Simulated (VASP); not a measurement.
Data:

```
O2Si
1.0
    4.17738     0.00000     0.00000
    0.00000     4.17738     0.00000
    0.00000     0.00000     2.66995
Si O
2 4
Cartesian
  0.00000   0.00000   0.00000
  2.08869   2.08869   1.33497
  1.27801   1.27801   2.66995
  3.36669   0.81068   1.33497
  0.81068   3.36669   1.33497
  2.89937   2.89937   0.00000
```

The numbers are results of SCAN meta-GGA, VASP's PBE PAW potentials (set 64) (plane waves; VASP), not measurements. Run with 520 eV cut-off, 6×6×9 Γ-centred mesh, tetrahedra with Blöchl corrections, potentials Si O.

The cores are frozen, which limits the accuracy of field gradients.

Problem. Give the principal components of the electric field gradient (V/Å²) and the asymmetry η at each nucleus.

Solution. 
```
atom    Vxx   Vyy     Vzz     η
----  -----  ----  ------  ----
Si1   -17.0  -3.1    20.1  0.69
Si2   -17.0  -3.1    20.1  0.69
O3     63.1  47.7  -110.7  0.14
O4     63.1  47.7  -110.7  0.14
O5     63.1  47.7  -110.7  0.14
O6     63.1  47.7  -110.7  0.14
```

The compound is SiO2 in the rutile structure, stishovite, a high-pressure form. It was relaxed first.
